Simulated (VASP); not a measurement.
Calculation: MS2 meta-GGA, VASP's PBE PAW potentials (set 64) (plane waves; VASP).

VASP ran on this input.

### KPOINTS
```
Regular mesh
0
gamma
5 5 8
```

**POSCAR**
```
SiO2
1
    4.2224904351     0.0000000000     0.0000000000
    0.0000000000     4.2224904351     0.0000000000
    0.0000000000     0.0000000000     2.7013250797
Si O
2 4
Direct
  0.0000000000   0.0000000000   0.0000000000
  0.5000000000   0.5000000000   0.5000000000
  0.3061791935   0.3061791935   0.0000000000
  0.8061791935   0.1938208065   0.5000000000
  0.1938208065   0.8061791935   0.5000000000
  0.6938208065   0.6938208065   0.0000000000
```

**INCAR**
```
SYSTEM = SiO2
PREC = Accurate
ENCUT = 520
EDIFF = 1E-7
NELM = 100
ALGO = Normal
LREAL = .FALSE.
LASPH = .TRUE.
ISMEAR = 0
SIGMA = 0.05
METAGGA = MS2
LMIXTAU = .TRUE.
LWAVE = .FALSE.
LCHARG = .FALSE.
ISIF = 4
IBRION = 2
NSW = 30
EDIFFG = -0.01
```

POTCAR, in this order: Si O (PBE.64 set). Program: vasp_std.

What VASP printed:

File OSZICAR:
```
       N       E                     dE             d eps       ncg     rms          rms(c)
DAV:   1     0.103882086161E+03    0.10388E+03   -0.17327E+04  1200   0.146E+03
DAV:   2    -0.989288013435E+02   -0.20281E+03   -0.19629E+03  1588   0.315E+02
DAV:   3    -0.105538972966E+03   -0.66102E+01   -0.65883E+01  1436   0.616E+01
DAV:   4    -0.105579159691E+03   -0.40187E-01   -0.40143E-01  1408   0.532E+00
DAV:   5    -0.105579524283E+03   -0.36459E-03   -0.36456E-03  1392   0.483E-01    0.187E+01
DAV:   6    -0.628743329471E+02    0.42705E+02   -0.19437E+01  1264   0.408E+01    0.891E+00
DAV:   7    -0.700744702173E+02   -0.72001E+01   -0.98180E+00  1236   0.378E+01    0.355E+00
DAV:   8    -0.627117497228E+02    0.73627E+01   -0.32916E+00  1276   0.236E+01    0.164E+00
DAV:   9    -0.661915298411E+02   -0.34798E+01   -0.30531E+00  1220   0.208E+01    0.207E+00
DAV:  10    -0.644746402215E+02    0.17169E+01   -0.97632E-01  1236   0.121E+01    0.357E-01
DAV:  11    -0.644848976937E+02   -0.10257E-01   -0.14051E-02  1412   0.109E+00    0.148E-01
DAV:  12    -0.644852247212E+02   -0.32703E-03   -0.22112E-03  1360   0.423E-01    0.560E-02
DAV:  13    -0.644845882977E+02    0.63642E-03   -0.14040E-03  1296   0.436E-01    0.511E-02
DAV:  14    -0.644852546277E+02   -0.66633E-03   -0.44715E-04  1260   0.273E-01    0.296E-02
DAV:  15    -0.644852999080E+02   -0.45280E-04   -0.32331E-05  1404   0.748E-02    0.752E-03
DAV:  16    -0.644853151066E+02   -0.15199E-04   -0.64852E-06  1292   0.332E-02    0.261E-03
DAV:  17    -0.644853163843E+02   -0.12777E-05   -0.13722E-06  1284   0.140E-02    0.120E-03
DAV:  18    -0.644853169902E+02   -0.60597E-06   -0.71627E-07  1260   0.102E-02    0.856E-04
DAV:  19    -0.644853169304E+02    0.59847E-07   -0.85155E-08   840   0.355E-03
   1 F= -.64485317E+02 E0= -.64485317E+02  d E =-.644853E+02
       N       E                     dE             d eps       ncg     rms          rms(c)
DAV:   1    -0.644797665585E+02    0.55504E-02   -0.22685E+00  1244   0.130E+01    0.466E-01
DAV:   2    -0.644869654289E+02   -0.71989E-02   -0.11604E-01  1252   0.295E+00    0.225E-01
DAV:   3    -0.644890304247E+02   -0.20650E-02   -0.64359E-03  1356   0.865E-01    0.120E-01
DAV:   4    -0.644890250036E+02    0.54211E-05   -0.25500E-03  1320   0.506E-01    0.237E-02
DAV:   5    -0.644888804056E+02    0.14460E-03   -0.13050E-03  1308   0.365E-01    0.235E-02
DAV:   6    -0.644888155187E+02    0.64887E-04   -0.15845E-04  1280   0.174E-01    0.116E-02
DAV:   7    -0.644888289008E+02   -0.13382E-04   -0.69692E-05  1248   0.106E-01    0.206E-03
DAV:   8    -0.644888239361E+02    0.49647E-05   -0.42342E-06  1344   0.252E-02    0.112E-03
DAV:   9    -0.644888240274E+02   -0.91251E-07   -0.99657E-07  1320   0.127E-02
   2 F= -.64488824E+02 E0= -.64488824E+02  d E =-.350710E-02
       N       E                     dE             d eps       ncg     rms          rms(c)
DAV:   1    -0.644887556357E+02    0.68300E-04   -0.40535E-02  1228   0.174E+00    0.614E-02
DAV:   2    -0.644888777652E+02   -0.12213E-03   -0.20630E-03  1276   0.395E-01    0.302E-02
DAV:   3    -0.644889173297E+02   -0.39564E-04   -0.11679E-04  1356   0.116E-01    0.161E-02
DAV:   4    -0.644889151591E+02    0.21706E-05   -0.44102E-05  1316   0.665E-02    0.309E-03
DAV:   5    -0.644889139061E+02    0.12530E-05   -0.22814E-05  1308   0.478E-02    0.325E-03
DAV:   6    -0.644889128956E+02    0.10105E-05   -0.26941E-06  1284   0.222E-02    0.161E-03
DAV:   7    -0.644889132665E+02   -0.37084E-06   -0.13589E-06  1260   0.147E-02    0.296E-04
DAV:   8    -0.644889131306E+02    0.13588E-06   -0.12143E-07   820   0.444E-03    0.153E-04
DAV:   9    -0.644889131373E+02   -0.66893E-08   -0.23051E-08   676   0.182E-03
   3 F= -.64488913E+02 E0= -.64488913E+02  d E =-.359621E-02
       N       E                     dE             d eps       ncg     rms          rms(c)
DAV:   1    -0.644897199462E+02   -0.80682E-03   -0.71239E-02  1328   0.239E+00    0.192E-01
DAV:   2    -0.644888705430E+02    0.84940E-03   -0.15399E-03  1280   0.403E-01    0.113E-01
DAV:   3    -0.644886997645E+02    0.17078E-03   -0.23643E-03  1256   0.559E-01    0.215E-02
DAV:   4    -0.644892367828E+02   -0.53702E-03   -0.64800E-04  1224   0.296E-01    0.911E-03
DAV:   5    -0.644892260130E+02    0.10770E-04   -0.34308E-05  1380   0.641E-02    0.790E-03
DAV:   6    -0.644892316132E+02   -0.56002E-05   -0.13091E-05  1264   0.428E-02    0.169E-03
DAV:   7    -0.644892370643E+02   -0.54511E-05   -0.43152E-06  1280   0.272E-02    0.108E-03
DAV:   8    -0.644892365347E+02    0.52961E-06   -0.49896E-07  1348   0.866E-03    0.554E-04
DAV:   9    -0.644892365223E+02    0.12355E-07   -0.13595E-08   688   0.131E-03
   4 F= -.64489237E+02 E0= -.64489237E+02  d E =-.323385E-03
       N       E                     dE             d eps       ncg     rms          rms(c)
DAV:   1    -0.644892908753E+02   -0.54341E-04   -0.35695E-03  1332   0.535E-01    0.430E-02
DAV:   2    -0.644892475267E+02    0.43349E-04   -0.78805E-05  1276   0.914E-02    0.252E-02
DAV:   3    -0.644892384543E+02    0.90723E-05   -0.12036E-04  1256   0.126E-01    0.487E-03
DAV:   4    -0.644892656397E+02   -0.27185E-04   -0.32775E-05  1224   0.667E-02    0.205E-03
DAV:   5    -0.644892652546E+02    0.38508E-06   -0.16629E-06  1380   0.141E-02    0.177E-03
DAV:   6    -0.644892656848E+02   -0.43018E-06   -0.66099E-07  1268   0.962E-03    0.391E-04
DAV:   7    -0.644892659970E+02   -0.31226E-06   -0.22417E-07   804   0.636E-03    0.225E-04
DAV:   8    -0.644892659714E+02    0.25640E-07   -0.30545E-08   648   0.210E-03
   5 F= -.64489266E+02 E0= -.64489266E+02  d E =-.352834E-03
```

### OUTCAR
```
------------------------ aborting loop because EDIFF is reached ----------------------------------------
  FORCE on cell =-STRESS in cart. coord.  units (eV):
  Direction    XX          YY          ZZ          XY          YZ          ZX
  --------------------------------------------------------------------------------------
  Total       -2.4783464     -2.4783464     -2.4761686      0.0000000      0.0000000      0.0000000
  in kB      -82.4438735    -82.4438735    -82.3714281      0.0000000      0.0000000      0.0000000
  external PRESSURE =     -82.4197250 kB  Pullay stress =       0.0000000 kB
  volume of cell :       48.16
      direct lattice vectors                 reciprocal lattice vectors
     4.231227944  0.000000000  0.000000000     0.236338012 -0.000000000  0.000000000
     0.000000000  4.231227944  0.000000000    -0.000000000  0.236338012  0.000000000
     0.000000000  0.000000000  2.690180097     0.000000000  0.000000000  0.371722325
 POSITION                                       TOTAL-FORCE (eV/Angst)
 -----------------------------------------------------------------------------------
      0.00000      0.00000      0.00000         0.000000     -0.000000      0.000000
      2.11561      2.11561      1.34509         0.000000     -0.000000      0.000000
      1.30093      1.30093      0.00000        -0.000680     -0.000680      0.000000
      3.41654      0.81469      1.34509        -0.000680      0.000680      0.000000
      0.81469      3.41654      1.34509         0.000680     -0.000680      0.000000
      2.93030      2.93030      0.00000         0.000680      0.000680      0.000000
 -----------------------------------------------------------------------------------
    total drift:                                0.000000     -0.000000      0.000000
  FREE ENERGIE OF THE ION-ELECTRON SYSTEM (eV)
  ---------------------------------------------------
  free  energy   TOTEN  =       -64.4892659714 eV

  energy  without entropy=      -64.4892659714  energy(sigma->0) =      -64.48926597

 reached required accuracy - stopping structural energy minimisation
```
(Selected blocks of OUTCAR.)

File CONTCAR:
```
SiO2
   1.00000000000000
     4.2312279435181166    0.0000000000000000    0.0000000000000000
     0.0000000000000000    4.2312279435181166    0.0000000000000000
     0.0000000000000000    0.0000000000000000    2.6901800972353036
  Si              O
     2     4
Direct
     0.0000000000000000    0.0000000000000000    0.0000000000000000
     0.5000000000000000    0.5000000000000000    0.5000000000000000
     0.3074588505496196    0.3074588505496196    0.0000000000000000
     0.8074588505496194    0.1925411494503805    0.5000000000000000
     0.1925411494503805    0.8074588505496194    0.5000000000000000
     0.6925411494503806    0.6925411494503806    0.0000000000000000
```

The compound is SiO2 in the rutile structure, stishovite, a high-pressure form. This cell is one point of a volume scan, at 1.03 of the reference volume. Symmetry was kept, so distortions that lower it aren't found.
